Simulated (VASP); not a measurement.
VASP ran on this input.

INCAR:
```
! general
SYSTEM  = FePt
PREC    = Accurate
ENCUT   = 500   ! plane-wave cut-off (eV)
LREAL   = .FALSE.   ! projection in real space or not
LASPH   = .TRUE.   ! aspherical one-centre terms

! electronic loop
EDIFF   = 1E-6
NELM    = 100   ! most electronic steps
ALGO    = Normal   ! blocked Davidson
LMAXMIX = 6   ! l cut-off of mixed one-centre charges

! smearing
ISMEAR  = 1   ! Methfessel-Paxton
SIGMA   = 0.1

! spin
ISPIN   = 2
MAGMOM  = 2.7 0.3

! ions
IBRION  = 2   ! conjugate gradients
NSW     = 40   ! most ionic steps
ISIF    = 3
EDIFFG  = -0.02   ! ionic stop
PSTRESS = 450   ! kbar

! output
LWAVE   = .FALSE.
LCHARG  = .FALSE.
LORBIT  = 10
```

### POSCAR
```
FePt
1
    2.5250703371     0.0000000000    -0.0000000000
    0.0000000000     2.5250703371    -0.0000000000
   -0.0000000000    -0.0000000000     3.4510999921
Fe Pt
1 1
Direct
  0.0000000000   0.0000000000   0.0000000000
  0.5000000000   0.5000000000   0.5000000000
```

KPOINTS:
```
Regular mesh
0
Gamma
14 14 11
0 0 0
```

POTCAR, in this order: Fe Pt (LDA.64 set). Program: vasp_std.

**Question.** Translate this LDA calculation to Ansatz.

**Answer.** One equivalent input (not run):
Ansatz 0.2 input:
```yaml
crystal:
  lattice:
    - [2.5250703, 0.0000000, 0.0000000]
    - [0.0000000, 2.5250703, 0.0000000]
    - [0.0000000, 0.0000000, 3.4511000]
  atoms:
    - { symbol: Fe, position: [0.0000000, 0.0000000, 0.0000000], spin: 2.7 }
    - { symbol: Pt, position: [0.5000000, 0.5000000, 0.5000000], spin: 0.3 }
kpoints:
  mp_grid: { grid: [14, 14, 11] }
hamiltonian:
  xc: lda
  pseudopotentials: { kind: paw }
magnetization: { spin_polarized: true }
scf:
  occupations: { method: methfessel_paxton, width: 0.1 }
  max_iter: 100
relax:
  max_steps: 40
  f_tol: 0.02
  cell: { p_target: 45 }
output: { forces: true, stress: true, eigenvalues: true }
```
What does not carry over: each code has its own PAW files, so the cut-off isn't converted (ENCUT is set for VASP's; basis.ecutwfc is left out, and Ansatz then takes the one that its files recommend); Ansatz stops its SCF on the density residual and VASP on the energy change (EDIFF); Ansatz's lda is the Perdew-Wang form, while the LDA potentials of VASP carry Perdew-Zunger's.

The compound is FePt in the L1_0 structure. This run relaxes it under an external pressure of 45 GPa. Symmetry was kept, so distortions that lower it aren't found.
